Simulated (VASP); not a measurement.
Data:

```xyz
2
Lattice="0.0000 3.0942 3.0942 3.0942 0.0000 3.0942 3.0942 3.0942 0.0000" Properties=species:S:1:pos:R:3 pbc="T T T"
Cd     0.0000     0.0000     0.0000
Se     1.5471     1.5471     1.5471
```

Computed with PBE GGA, VASP's PBE PAW potentials (set 64) (plane waves; VASP 6.6.1). Settings: 400 eV cut-off, 8×8×8 Γ-centred mesh, tetrahedra with Blöchl corrections, potentials Cd Se.

Task: Estimate the energy per atom (σ→0), band gap (on the k-mesh) with the smallest direct gap where there is one.

Result: 
- band gap (on the k-mesh) = 0.50 eV
- smallest direct gap (on the k-mesh) = 0.50 eV
- energy per atom (σ→0) = -2748 meV/atom

Only differences to runs with the same potentials and settings are physical.

The structure was generated: CdSe was put into the zinc blende type (F-43m), which need not be its known phase. It was relaxed first.
